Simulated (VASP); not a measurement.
MgTe (zinc blende), at 1.04 of the tabulated volume:

```yaml
crystal:
  lattice:
    - [0.00000, 3.25224, 3.25224]
    - [3.25224, 0.00000, 3.25224]
    - [3.25224, 3.25224, 0.00000]
  atoms:
    - { symbol: Mg, position: [0.00000, 0.00000, 0.00000] }
    - { symbol: Te, position: [0.25000, 0.25000, 0.25000] }
```

The lowest empty band near Γ, direction [110], from PBE with spin-orbit coupling in VASP (PAW); its two spin partners are averaged. The gap over the points computed is 2.07 eV, and the next band on that side lies 3.09 eV away at the edge.

Settings: 400 eV cut-off, 8×8×8 Γ-centred mesh, Gaussian smearing of 0.050 eV, potentials Mg Te.

```json
[
 {"distance from the edge in k (1/Å)": "0.012", "distance in energy (meV)": "3.3"},
 {"distance from the edge in k (1/Å)": "0.018", "distance in energy (meV)": "7.5"},
 {"distance from the edge in k (1/Å)": "0.025", "distance in energy (meV)": "14.4"},
 {"distance from the edge in k (1/Å)": "0.035", "distance in energy (meV)": "28.0"},
 {"distance from the edge in k (1/Å)": "0.050", "distance in energy (meV)": "56.2"},
 {"distance from the edge in k (1/Å)": "0.070", "distance in energy (meV)": "107.0"}
]
```

Problem. Fit E(1 + αE) = ħ²k²/2m* (ħ²/2m0 = 3.810 eV Å²) and predict the row at 0.095 1/Å.

Solution. Least squares on the energies gives the electron mass m* = 0.164 m0 and α = 0.60 per eV, and so 188.4 meV. The run gave 188.5 meV, +0.1 meV from the fit.

Left out are points under 3 meV from the edge, since the levels carry 0.1 meV, and points farther than half the way to the next band.

The compound is MgTe in the zinc blende structure, whereas wurtzite is the usual form. The cell was not relaxed at this level.
